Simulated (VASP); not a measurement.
Here is the system:

Au is taken in the cubic space group Fm-3m (No. 225), the fcc (Cu type) structure, Pearson symbol cF4. Cell: a = b = c = 4.1545 Å, α = β = γ = 90.00°. Au on 4a is surrounded by 12 Au at 2.938 Å (cuboctahedral). (Neighbours: up to the widest gap in distance over summed covalent radii, below 1.35, at either atom.)
(The calculation used a cell of 1 atom; values per cell refer to that cell.)

Method: PBE GGA, VASP's PBE PAW potentials (set 64) (plane waves; VASP 6.6.1). Numerical set-up: 480 eV cut-off, 14×14×14 Γ-centred mesh, first-order Methfessel-Paxton smearing of 0.10 eV, potentials Au.

Each relaxation starts from this cell; other phases were not tried.

Question: The cell is relaxed at 5 GPa. What happens?

Answer: The volume per atom goes from 17.93 to 17.37 Å³ (-3.1 %), and the cell becomes a = b = c = 4.1108 Å, α = β = γ = 90.00°, space group Fm-3m.

Question: The cell is relaxed at 20 GPa. What happens?

Answer: The volume per atom goes from 17.93 to 16.16 Å³ (-9.9 %), and the cell becomes a = b = c = 4.0131 Å, α = β = γ = 90.00°, space group Fm-3m.

Failed runs are left out, and for metals the shear rows, which the mesh's noise covers.

The compound is Au in the fcc structure.
